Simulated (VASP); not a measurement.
Output of a VASP run:

**OSZICAR**
```
       N       E                     dE             d eps       ncg     rms          rms(c)
DAV:   1     0.141485289795E+03    0.14149E+03   -0.97107E+03   840   0.155E+03
DAV:   2    -0.386598063293E+01   -0.14535E+03   -0.12771E+03   976   0.372E+02
DAV:   3    -0.992972134479E+01   -0.60637E+01   -0.60272E+01  1064   0.759E+01
DAV:   4    -0.101058196076E+02   -0.17610E+00   -0.17596E+00  1256   0.118E+01
DAV:   5    -0.101090586766E+02   -0.32391E-02   -0.32390E-02  1068   0.132E+00    0.720E+00
DAV:   6    -0.899184188777E+01    0.11172E+01   -0.39360E+00   928   0.225E+01    0.622E+00
DAV:   7    -0.895471694965E+01    0.37125E-01   -0.11473E-01  1088   0.332E+00    0.378E+00
DAV:   8    -0.893320646931E+01    0.21510E-01   -0.40277E-02   992   0.246E+00    0.209E-01
DAV:   9    -0.893324622873E+01   -0.39759E-04   -0.49721E-03  1220   0.606E-01    0.105E-01
DAV:  10    -0.893327101637E+01   -0.24788E-04   -0.56637E-04   964   0.289E-01    0.429E-02
DAV:  11    -0.893325790809E+01    0.13108E-04   -0.40293E-05  1056   0.800E-02    0.148E-02
DAV:  12    -0.893325757950E+01    0.32859E-06   -0.46893E-06   988   0.272E-02
   1 F= -.70852025E+01 E0= -.70852025E+01  d E =-.708520E+01
```

**OUTCAR**
```
------------------------ aborting loop because EDIFF is reached ----------------------------------------
  FORCE on cell =-STRESS in cart. coord.  units (eV):
  Direction    XX          YY          ZZ          XY          YZ          ZX
  --------------------------------------------------------------------------------------
  Total        1.8583697      1.8583697      1.8583697      0.0000000     -0.0000000      0.0000000
  in kB      100.5581342    100.5581342    100.5581342      0.0000000     -0.0000000      0.0000000
  external PRESSURE =       0.5581342 kB  Pullay stress =     100.0000000 kB
  volume of cell :       29.61
      direct lattice vectors                 reciprocal lattice vectors
     0.000000000  2.455454147  2.455454147    -0.203628319  0.203628319  0.203628319
     2.455454147  0.000000000  2.455454147     0.203628319 -0.203628319  0.203628319
     2.455454147  2.455454147  0.000000000     0.203628319  0.203628319 -0.203628319
  FREE ENERGIE OF THE ION-ELECTRON SYSTEM (eV)
  ---------------------------------------------------
  free  energy   TOTEN  =        -8.9332575795 eV

  energy  without entropy=       -8.9332575795  energy(sigma->0) =       -8.93325758
  enthalpy is  TOTEN    =        -7.0852025494 eV   P V=        1.8480550301

 reached required accuracy - stopping structural energy minimisation
```
(Selected blocks of OUTCAR.)

File POSCAR:
```
KF
1
    0.0000000000     2.4554541475     2.4554541475
    2.4554541475     0.0000000000     2.4554541475
    2.4554541475     2.4554541475    -0.0000000000
K F
1 1
Direct
  0.0000000000   0.0000000000   0.0000000000
  0.5000000000   0.5000000000   0.5000000000
```

### Question
Write an INCAR and KPOINTS that could have produced this output.

### Answer
One answer among several that fit: the input of the run itself, LDA (Ceperley-Alder, Perdew-Zunger), plane waves, VASP's LDA PAW potentials (set 64).

### KPOINTS
```
Automatic mesh
0
Gamma
9 9 9
0 0 0
```

INCAR:
```
! general
SYSTEM =KF
PREC   =Accurate
ENCUT  =620   ! plane-wave cut-off (eV)
LREAL  =.FALSE.
LASPH  =.TRUE.   ! aspherical one-centre terms

! electronic loop
EDIFF  =1E-6
NELM   =100   ! most electronic steps
ALGO   =Normal

! smearing
ISMEAR =0   ! Gaussian
SIGMA  =0.05

! ions
IBRION =2
NSW    =40
ISIF   =3
EDIFFG =-0.02   ! ionic stop
PSTRESS=100

! output
LWAVE  =.FALSE.
LCHARG =.FALSE.
```

POTCAR, in this order: K_sv F (LDA.64 set). Program: vasp_std.

The compound is KF in the rock salt structure. It was relaxed first under an external pressure of 10 GPa.
